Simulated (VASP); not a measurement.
Output of a VASP run:

**OSZICAR**
```
       N       E                     dE             d eps       ncg     rms          rms(c)
DAV:   1     0.129651564554E+03    0.12965E+03   -0.43664E+03   480   0.119E+03
DAV:   2    -0.351594375991E+00   -0.13000E+03   -0.12736E+03   688   0.253E+02
DAV:   3    -0.135276530101E+02   -0.13176E+02   -0.12496E+02   744   0.104E+02
DAV:   4    -0.143208239084E+02   -0.79317E+00   -0.72557E+00   848   0.229E+01
DAV:   5    -0.143652331294E+02   -0.44409E-01   -0.44140E-01   832   0.465E+00    0.509E+00
DAV:   6    -0.142193662020E+02    0.14587E+00   -0.37660E-01   704   0.355E+00    0.332E+00
DAV:   7    -0.142010132308E+02    0.18353E-01   -0.11260E-01   800   0.257E+00    0.144E+00
DAV:   8    -0.142009795535E+02    0.33677E-04   -0.30836E-02   848   0.166E+00    0.350E-01
DAV:   9    -0.142001952497E+02    0.78430E-03   -0.42686E-03   800   0.641E-01    0.135E-01
DAV:  10    -0.142003017257E+02   -0.10648E-03   -0.11871E-03   808   0.403E-01    0.430E-02
DAV:  11    -0.142003216800E+02   -0.19954E-04   -0.38406E-04   888   0.223E-01    0.378E-02
DAV:  12    -0.142003193109E+02    0.23691E-05   -0.12356E-04   800   0.127E-01    0.100E-02
DAV:  13    -0.142003207436E+02   -0.14328E-05   -0.87555E-06   768   0.256E-02    0.560E-03
DAV:  14    -0.142003207902E+02   -0.46538E-07   -0.10989E-06   572   0.987E-03
   1 F= -.14200321E+02 E0= -.14180637E+02  d E =-.393667E-01
```

File OUTCAR:
```
------------------------ aborting loop because EDIFF is reached ----------------------------------------
  FORCE on cell =-STRESS in cart. coord.  units (eV):
  Direction    XX          YY          ZZ          XY          YZ          ZX
  --------------------------------------------------------------------------------------
  Total        0.5282947      0.5282947      0.5282947     -0.0000000     -0.0000000     -0.0000000
  in kB       17.6655755     17.6655755     17.6655755     -0.0000000     -0.0000000     -0.0000000
  external PRESSURE =      17.6655755 kB  Pullay stress =       0.0000000 kB
  volume of cell :       47.91
      direct lattice vectors                 reciprocal lattice vectors
     0.000000000  2.882768000  2.882768000    -0.173444412  0.173444412  0.173444412
     2.882768000  0.000000000  2.882768000     0.173444412 -0.173444412  0.173444412
     2.882768000  2.882768000  0.000000000     0.173444412  0.173444412 -0.173444412
 POSITION                                       TOTAL-FORCE (eV/Angst)
 -----------------------------------------------------------------------------------
      0.00000      0.00000      0.00000         0.000000      0.000000      0.000000
      2.88277      2.88277      2.88277        -0.000000     -0.000000     -0.000000
 -----------------------------------------------------------------------------------
    total drift:                                0.000000     -0.000000     -0.000000
  FREE ENERGIE OF THE ION-ELECTRON SYSTEM (eV)
  ---------------------------------------------------
  free  energy   TOTEN  =       -14.2003207902 eV

  energy  without entropy=      -14.1609541285  energy(sigma->0) =      -14.18063746
```
(Selected blocks of OUTCAR.)

File POSCAR:
```
LaS
1
    0.0000000000     2.8827680000     2.8827680000
    2.8827680000     0.0000000000     2.8827680000
    2.8827680000     2.8827680000     0.0000000000
La S
1 1
Direct
  0.0000000000   0.0000000000   0.0000000000
  0.5000000000   0.5000000000   0.5000000000
```

Problem. Write an INCAR and KPOINTS that could have produced this output.

Solution. One answer among several that fit: the input of the run itself, PBEsol GGA, plane waves, VASP's PBE PAW potentials (set 64).

KPOINTS:
```
Automatic mesh
0
Gamma
7 7 7
0 0 0
```

**INCAR**
```
! general
SYSTEM  = LaS
PREC    = Accurate
ENCUT   = 300
LREAL   = .FALSE.
LASPH   = .TRUE.

! electronic loop
EDIFF   = 1E-6   ! SCF stop (eV)
NELM    = 100
ALGO    = Normal   ! blocked Davidson
LMAXMIX = 6   ! l cut-off of mixed one-centre charges

! smearing
ISMEAR  = -1   ! Fermi-Dirac
SIGMA   = 0.1

! functional
GGA     = PS   ! PBEsol

! ions
ISIF    = 2   ! forces and stress, cell fixed

! output
LWAVE   = .FALSE.
LCHARG  = .FALSE.
```

POTCAR, in this order: La S (PBE.64 set). Program: vasp_std.

At this cut-off the stress carries a Pulay error, which pulls relaxed volumes low.

The structure comes from a computed database's LaS entry (Fm-3m); how it stands against other phases isn't given here. The cell was not relaxed at this level, and its volume differs by -5.9 % from the start's. The electron count is odd and the run is not spin-polarised, which forces a metal.
